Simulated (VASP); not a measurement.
Calculation: PBE GGA with D4 dispersion, VASP's PBE PAW potentials (set 64) (plane waves; VASP).

Input for VASP

INCAR:
```
# general
SYSTEM  = MnO2
PREC    = Accurate
ENCUT   = 520
LREAL   = F
LASPH   = T

# electronic loop
EDIFF   = 1E-7
NELM    = 100
ALGO    = Normal
LMAXMIX = 4

# smearing
ISMEAR  = 1
SIGMA   = 0.1

# functional
GGA     = PE
IVDW    = 13

# spin
ISPIN   = 2
MAGMOM  = 2.5 -2.5 -0.0 2*0.0 -0.0

# ions
IBRION  = 2
NSW     = 30
ISIF    = 4
EDIFFG  = -0.01

# output
LWAVE   = F
LCHARG  = F
LORBIT  = 10
```

POSCAR:
```
MnO2
1.0
  4.3086360697   0.0000000000   0.0000000000
  0.0000000000   4.3086360697   0.0000000000
  0.0000000000   0.0000000000   2.8072877143
Mn O
2 4
Direct
  0.0000000000   0.0000000000   0.0000000000
  0.5000000000   0.5000000000   0.5000000000
  0.3040876448   0.3040876448   0.0000000000
  0.8040876448   0.1959123552   0.5000000000
  0.1959123552   0.8040876448   0.5000000000
  0.6959123552   0.6959123552   0.0000000000
```

### KPOINTS
```
K-points
0
Gamma
  7 7 11
```

POTCAR, in this order: Mn_pv O (PBE.64 set). Program: vasp_std.

What VASP printed:

**OSZICAR**
```
       N       E                     dE             d eps       ncg     rms          rms(c)
DAV:   1     0.654091310299E+03    0.65409E+03   -0.28798E+04  7392   0.205E+03
DAV:   2     0.204012499041E+02   -0.63369E+03   -0.59591E+03  7752   0.577E+02
DAV:   3    -0.602058354234E+02   -0.80607E+02   -0.78379E+02  8996   0.195E+02
DAV:   4    -0.632360253541E+02   -0.30302E+01   -0.28095E+01  8350   0.336E+01
DAV:   5    -0.632873804143E+02   -0.51355E-01   -0.51307E-01  7500   0.503E+00    0.487E+01
DAV:   6    -0.565065808453E+02    0.67808E+01   -0.16077E+02  9070   0.122E+02    0.482E+01
DAV:   7    -0.499123014614E+02    0.65943E+01   -0.10726E+02  9136   0.121E+02    0.218E+01
DAV:   8    -0.479133999949E+02    0.19989E+01   -0.81796E+00  7558   0.297E+01    0.821E+00
DAV:   9    -0.476262313956E+02    0.28717E+00   -0.17935E+00  9458   0.140E+01    0.297E+00
DAV:  10    -0.476414521651E+02   -0.15221E-01   -0.18569E-01  7646   0.360E+00    0.162E+00
DAV:  11    -0.476391121516E+02    0.23400E-02   -0.16665E-02  7698   0.129E+00    0.478E-01
DAV:  12    -0.476385479646E+02    0.56419E-03   -0.53614E-03  8872   0.103E+00    0.158E-01
DAV:  13    -0.476385913305E+02   -0.43366E-04   -0.31638E-04  7878   0.145E-01    0.531E-02
DAV:  14    -0.476385876860E+02    0.36445E-05   -0.94865E-05  8274   0.653E-02    0.314E-02
DAV:  15    -0.476385839575E+02    0.37285E-05   -0.34692E-05  7954   0.814E-02    0.150E-02
DAV:  16    -0.476385837464E+02    0.21104E-06   -0.55446E-06  8234   0.314E-02    0.477E-03
DAV:  17    -0.476385838980E+02   -0.15157E-06   -0.96948E-07  9098   0.132E-02    0.197E-03
DAV:  18    -0.476385837496E+02    0.14842E-06   -0.15056E-07  3880   0.383E-03    0.977E-04
DAV:  19    -0.476385836924E+02    0.57241E-07   -0.20224E-08  3630   0.152E-03
   1 F= -.49047992E+02 E0= -.49048167E+02  d E =-.490480E+02  mag=    -0.0000
       N       E                     dE             d eps       ncg     rms          rms(c)
DAV:   1    -0.476423501326E+02   -0.37664E-02   -0.67377E+00  7200   0.179E+01    0.135E+00
DAV:   2    -0.476470386244E+02   -0.46885E-02   -0.20062E-01  8326   0.361E+00    0.879E-01
DAV:   3    -0.476421167629E+02    0.49219E-02   -0.12742E-02  9186   0.143E+00    0.537E-01
DAV:   4    -0.476404194556E+02    0.16973E-02   -0.84712E-03  9042   0.103E+00    0.286E-01
DAV:   5    -0.476402959283E+02    0.12353E-03   -0.19574E-03  7942   0.519E-01    0.982E-02
DAV:   6    -0.476402927530E+02    0.31754E-05   -0.11794E-04  7982   0.110E-01    0.608E-02
DAV:   7    -0.476402837185E+02    0.90345E-05   -0.22077E-05  8436   0.413E-02    0.198E-02
DAV:   8    -0.476402846872E+02   -0.96872E-06   -0.77890E-06  8148   0.215E-02    0.689E-03
DAV:   9    -0.476402846474E+02    0.39818E-07   -0.47740E-07  6494   0.829E-03
   2 F= -.49049673E+02 E0= -.49049834E+02  d E =-.168113E-02  mag=     0.0000
       N       E                     dE             d eps       ncg     rms          rms(c)
DAV:   1    -0.476458761270E+02   -0.55914E-02   -0.14617E+00  7200   0.833E+00    0.631E-01
DAV:   2    -0.476470172638E+02   -0.11411E-02   -0.44166E-02  8320   0.172E+00    0.423E-01
DAV:   3    -0.476460070051E+02    0.10103E-02   -0.32582E-03  9528   0.764E-01    0.272E-01
DAV:   4    -0.476454854035E+02    0.52160E-03   -0.20360E-03  8872   0.508E-01    0.119E-01
DAV:   5    -0.476454779716E+02    0.74319E-05   -0.40544E-04  7658   0.207E-01    0.467E-02
DAV:   6    -0.476454775164E+02    0.45512E-06   -0.20873E-05  7974   0.377E-02    0.280E-02
DAV:   7    -0.476454758362E+02    0.16803E-05   -0.60121E-06  8356   0.224E-02    0.886E-03
DAV:   8    -0.476454761571E+02   -0.32094E-06   -0.19118E-06  7500   0.125E-02    0.295E-03
DAV:   9    -0.476454761674E+02   -0.10250E-07   -0.82360E-08  3618   0.332E-03
   3 F= -.49054829E+02 E0= -.49054988E+02  d E =-.683695E-02  mag=    -0.0000
```

### OUTCAR
```
------------------------ aborting loop because EDIFF is reached ----------------------------------------
  Edisp (eV):   -1.40935
  FORCE on cell =-STRESS in cart. coord.  units (eV):
  Direction    XX          YY          ZZ          XY          YZ          ZX
  --------------------------------------------------------------------------------------
  Total       5.53307     5.53307     5.48119    -0.00000     0.00000     0.00000
  in kB     170.10228   170.10228   168.50732    -0.00000     0.00000     0.00000
  external pressure =      169.57 kB  Pullay stress =        0.00 kB
  volume of cell :       52.12
      direct lattice vectors                 reciprocal lattice vectors
     4.302562168  0.000000000  0.000000000     0.232419652  0.000000000  0.000000000
     0.000000000  4.302562168  0.000000000    -0.000000000  0.232419652  0.000000000
     0.000000000  0.000000000  2.815219372     0.000000000  0.000000000  0.355212105
 POSITION                                       TOTAL-FORCE (eV/Angst)
 -----------------------------------------------------------------------------------
      0.00000      0.00000      0.00000        -0.000000     -0.000000      0.000000
      2.15128      2.15128      1.40761        -0.000000     -0.000000      0.000000
      1.30245      1.30245      0.00000        -0.003263     -0.003263     -0.000000
      3.45374      0.84883      1.40761        -0.003263      0.003263      0.000000
      0.84883      3.45374      1.40761         0.003263     -0.003263      0.000000
      3.00011      3.00011      0.00000         0.003263      0.003263      0.000000
 -----------------------------------------------------------------------------------
    total drift:                                0.000000     -0.000000     -0.000000
  FREE ENERGIE OF THE ION-ELECTRON SYSTEM (eV)
  ---------------------------------------------------
  free  energy   TOTEN  =       -49.0548288279 eV

  energy  without entropy=      -49.0553055912  energy(sigma->0) =      -49.05498775

 total charge

# of ion       s       p       d       tot
------------------------------------------
    1        0.382   6.527   4.994  11.903
    2        0.382   6.527   4.994  11.903
    3        1.572   3.496   0.000   5.068
    4        1.572   3.496   0.000   5.068
    5        1.572   3.496   0.000   5.068
    6        1.572   3.496   0.000   5.068
--------------------------------------------------
tot          7.053  27.039   9.988  44.080

 magnetization (x)

# of ion       s       p       d       tot
------------------------------------------
    1        0.012   0.020   2.381   2.412
    2       -0.012  -0.020  -2.381  -2.412
    3       -0.001  -0.044   0.000  -0.045
    4        0.001   0.044   0.000   0.045
    5        0.001   0.044   0.000   0.045
    6       -0.001  -0.044   0.000  -0.045
--------------------------------------------------
tot          0.000   0.000  -0.000  -0.000

 reached required accuracy - stopping structural energy minimisation
```
(Selected blocks of OUTCAR.)

**CONTCAR**
```
MnO2
   1.00000000000000
     4.3025621676351564    0.0000000000000000    0.0000000000000000
     0.0000000000000000    4.3025621676351564    0.0000000000000000
     0.0000000000000000    0.0000000000000000    2.8152193724670034
  Mn              O
     2     4
Direct
     0.0000000000000000    0.0000000000000000    0.0000000000000000
     0.5000000000000000    0.5000000000000000    0.5000000000000000
     0.3027160277639580    0.3027160277639580    0.0000000000000000
     0.8027160277639580    0.1972839722360420    0.5000000000000000
     0.1972839722360420    0.8027160277639580    0.5000000000000000
     0.6972839722360420    0.6972839722360420    0.0000000000000000
```

**OUTCAR**
```
 val. band max:        6.2457632530   @ k =   0.0000   0.0000   0.4545

 cond. band min:       6.2630326895   @ k =   0.4286   0.2857   0.0000


 Fermi energy:         6.2592712781

 spin component 1

 k-point     1 :       0.0000    0.0000    0.0000
  band No.  band energies     occupation
      1     -44.3645      1.00000
      2     -44.2684      1.00000
      3     -44.2081      1.00000
      4     -41.6325      1.00000
      5     -41.6054      1.00000
      6     -41.5977      1.00000
      7     -14.2423      1.00000
      8     -12.1766      1.00000
      9     -11.7842      1.00000
     10     -11.6915      1.00000
     11      -2.0455      1.00000
     12      -1.2098      1.00000
     13      -0.6950      1.00000
     14       0.2117      1.00000
     15       0.6027      1.00000
     16       1.9379      1.00000
     17       2.0125      1.00000
     18       2.5061      1.00000
     19       3.8627      1.00000
     20       3.9591      1.00000
     21       4.4746      1.00000
     22       4.6445      1.00000
     23       4.9692      1.00000
     24       5.0156      1.00000
     25       5.6660      1.00000
     26       5.9999      1.00075
     27       6.4677     -0.00602
     28       7.5516     -0.00000
     29       8.2508     -0.00000
     30       9.6674      0.00000

 k-point     2 :       0.1429    0.0000    0.0000
  band No.  band energies     occupation
      1     -44.3645      1.00000
      2     -44.2684      1.00000
      3     -44.2081      1.00000
      4     -41.6325      1.00000
      5     -41.6054      1.00000
      6     -41.5978      1.00000
      7     -14.1534      1.00000
      8     -12.2655      1.00000
      9     -11.8105      1.00000
     10     -11.7203      1.00000
     11      -1.8850      1.00000
     12      -1.1296      1.00000
     13      -0.5407      1.00000
     14       0.2175      1.00000
     15       0.6291      1.00000
     16       1.7571      1.00000
...
```

The compound is MnO2 in the rutile structure. This cell is one point of a volume scan, at 0.94 of the reference volume. Symmetry was kept, so distortions that lower it aren't found.
